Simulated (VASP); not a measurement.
Output of a VASP run:

**OSZICAR**
```
       N       E                     dE             d eps       ncg     rms          rms(c)
DAV:   1     0.966019033919E+02    0.96602E+02   -0.65601E+03   480   0.112E+03
DAV:   2     0.521800917672E+00   -0.96080E+02   -0.88747E+02   596   0.248E+02
DAV:   3    -0.535476708822E+01   -0.58766E+01   -0.58542E+01   600   0.575E+01
DAV:   4    -0.565099752063E+01   -0.29623E+00   -0.29590E+00   896   0.114E+01
DAV:   5    -0.565180964243E+01   -0.81212E-03   -0.81211E-03   600   0.642E-01    0.285E+00
DAV:   6    -0.556315935113E+01    0.88650E-01   -0.12952E-01   596   0.220E+00    0.207E+00
DAV:   7    -0.555770145026E+01    0.54579E-02   -0.13544E-01   604   0.206E+00    0.802E-01
DAV:   8    -0.556366626704E+01   -0.59648E-02   -0.14600E-02   612   0.887E-01    0.107E-01
DAV:   9    -0.556421093686E+01   -0.54467E-03   -0.11861E-03   624   0.220E-01    0.711E-02
DAV:  10    -0.556439819647E+01   -0.18726E-03   -0.19962E-04   596   0.974E-02    0.192E-02
DAV:  11    -0.556441566285E+01   -0.17466E-04   -0.38011E-05   596   0.387E-02    0.129E-02
DAV:  12    -0.556441703951E+01   -0.13767E-05   -0.45982E-06   608   0.177E-02    0.110E-02
DAV:  13    -0.556441747665E+01   -0.43714E-06   -0.11748E-06   616   0.699E-03    0.353E-03
DAV:  14    -0.556441736992E+01    0.10673E-06   -0.62351E-08   436   0.232E-03    0.347E-04
DAV:  15    -0.556441735978E+01    0.10149E-07   -0.15472E-08   416   0.114E-03
   1 F= -.60003413E+01 E0= -.60003413E+01  d E =-.413650E-21
```

File OUTCAR:
```
------------------------ aborting loop because EDIFF is reached ----------------------------------------
 Edisp (eV)   -0.43592
  FORCE on cell =-STRESS in cart. coord.  units (eV):
  Direction    XX          YY          ZZ          XY          YZ          ZX
  --------------------------------------------------------------------------------------
  Total      -0.38803    -0.38803    -0.38803     0.00000    -0.00000     0.00000
  in kB      -6.79665    -6.79665    -6.79665     0.00000    -0.00000     0.00000
  external pressure =       -6.80 kB  Pullay stress =        0.00 kB
  volume of cell :       91.47
      direct lattice vectors                 reciprocal lattice vectors
     0.000000000  3.576152546  3.576152546    -0.139815065  0.139815065  0.139815065
     3.576152546  0.000000000  3.576152546     0.139815065 -0.139815065  0.139815065
     3.576152546  3.576152546  0.000000000     0.139815065  0.139815065 -0.139815065
  FREE ENERGIE OF THE ION-ELECTRON SYSTEM (eV)
  ---------------------------------------------------
  free  energy   TOTEN  =        -6.0003413363 eV

  energy  without entropy=       -6.0003413363  energy(sigma->0) =       -6.00034134
```
(Selected blocks of OUTCAR.)

File POSCAR:
```
KI
1
    0.0000000000     3.5761525459     3.5761525459
    3.5761525459     0.0000000000     3.5761525459
    3.5761525459     3.5761525459     0.0000000000
K I
1 1
Direct
  0.0000000000   0.0000000000   0.0000000000
  0.5000000000   0.5000000000   0.5000000000
```

Q: Write an INCAR and KPOINTS that could have produced this output.

A: Several could match; the one computed here: the input of the run itself, PBE GGA with D3 dispersion (Becke-Johnson damping), plane waves, VASP's PBE PAW potentials (set 64).

### KPOINTS
```
Automatic mesh
0
gamma
7 7 7
0 0 0
```

**INCAR**
```
! general
SYSTEM  = KI
PREC    = Accurate
ENCUT   = 520   ! plane-wave cut-off (eV)
LREAL   = F
LASPH   = T   ! aspherical one-centre terms

! electronic loop
EDIFF   = 1E-7   ! SCF stop (eV)
NELM    = 100   ! most electronic steps
ALGO    = Normal
LMAXMIX = 4   ! l cut-off of mixed one-centre charges

! smearing
ISMEAR  = 0   ! Gaussian
SIGMA   = 0.05   ! width (eV)

! functional
GGA     = PE
IVDW    = 12

! ions
ISIF    = 2

! output
LWAVE   = F
LCHARG  = F
```

POTCAR, in this order: K_sv I (PBE.64 set). Program: vasp_std.

The compound is KI in the rock salt structure. This cell is one point of a volume scan, at 1.06 of the reference volume.
